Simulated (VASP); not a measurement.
An input for Quantum ESPRESSO's pw.x (written as the equivalent of a VASP run, and not itself run):

```
&CONTROL
  calculation = 'scf'
  pseudo_dir = './pseudo'
  outdir = './out'
  tprnfor = .true.
  tstress = .true.
/
&SYSTEM
  ibrav = 0
  nat = 5
  ntyp = 3
  ecutwfc = 72
  occupations = 'smearing'
  smearing = 'gaussian'
  degauss = 0.003675
  input_dft = 'pbe'
/
&ELECTRONS
  conv_thr = 7.3e-08
  electron_maxstep = 100
/
ATOMIC_SPECIES
  Cs 132.905 Cs.upf
  Sn 118.710 Sn.upf
  I 126.904 I.upf
CELL_PARAMETERS angstrom
     6.2403363    0.0000000    0.0000000
     0.0000000    6.2403363    0.0000000
     0.0000000    0.0000000    6.2403363
ATOMIC_POSITIONS crystal
  Cs   0.0000000  0.0000000  0.0000000
  Sn   0.5000000  0.5000000  0.5000000
  I    0.5000000  0.0000000  0.5000000
  I    0.0000000  0.5000000  0.5000000
  I    0.5000000  0.5000000  0.0000000
K_POINTS automatic
  4 4 4 0 0 0
```

### Question
Translate this input to VASP (INCAR, KPOINTS, POSCAR, choice of POTCAR).

### Answer
Several could match; the one computed here: 
**INCAR**
```
SYSTEM = CsSnI3
PREC = Accurate
ENCUT = 400
EDIFF = 1E-6
NELM = 100
ALGO = Normal
LREAL = .FALSE.
LASPH = .TRUE.
ISMEAR = 0
SIGMA = 0.05
GGA = PE
LMAXMIX = 4
LWAVE = .TRUE.
LCHARG = .FALSE.
```

File KPOINTS:
```
Automatic mesh
0
G
  4 4 4
```

**POSCAR**
```
CsSnI3
1
    6.2403363316     0.0000000000     0.0000000000
    0.0000000000     6.2403363316     0.0000000000
    0.0000000000     0.0000000000     6.2403363316
Cs Sn I
1 1 3
Direct
  0.0000000000   0.0000000000   0.0000000000
  0.5000000000   0.5000000000   0.5000000000
  0.5000000000   0.0000000000   0.5000000000
  0.0000000000   0.5000000000   0.5000000000
  0.5000000000   0.5000000000   0.0000000000
```

POTCAR, in this order: Cs_sv Sn_d I (PBE.64 set). Program: vasp_std.

What does not carry over: the potentials are each code's own (VASP's PAW set, PseudoDojo norm-conserving files in pw.x), so ENCUT and ecutwfc are chosen apart and not converted; conv_thr bounds pw.x's estimated SCF error, while EDIFF bounds the energy change between steps.

The compound is CsSnI3 in the cubic perovskite structure, the ideal cubic form; the compound distorts at low or room temperature. It was relaxed first.
